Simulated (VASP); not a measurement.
Consider the following.

```yaml
crystal:
  lattice:
    - [0.00000, 3.02940, 3.02940]
    - [3.02940, 0.00000, 3.02940]
    - [3.02940, 3.02940, 0.00000]
  atoms:
    - { symbol: Pb, position: [0.00000, 0.00000, 0.00000] }
    - { symbol: S, position: [0.50000, 0.50000, 0.50000] }
```

The numbers are results of PBE GGA, VASP's PBE PAW potentials (set 64) (plane waves; VASP), not measurements. Run with 400 eV cut-off, 7×7×7 Γ-centred mesh, Gaussian smearing of 0.050 eV, potentials Pb_d S.

Task: Estimate the energy per atom (σ→0), pressure.

Result: 
The energy per atom (σ→0) comes out as -4.383 eV/atom and the pressure comes out as -1.33 GPa.

Total energies compare only between runs with the same potentials, cut-off and functional.

The compound is PbS in the rock salt structure. The cell was not relaxed at this level.
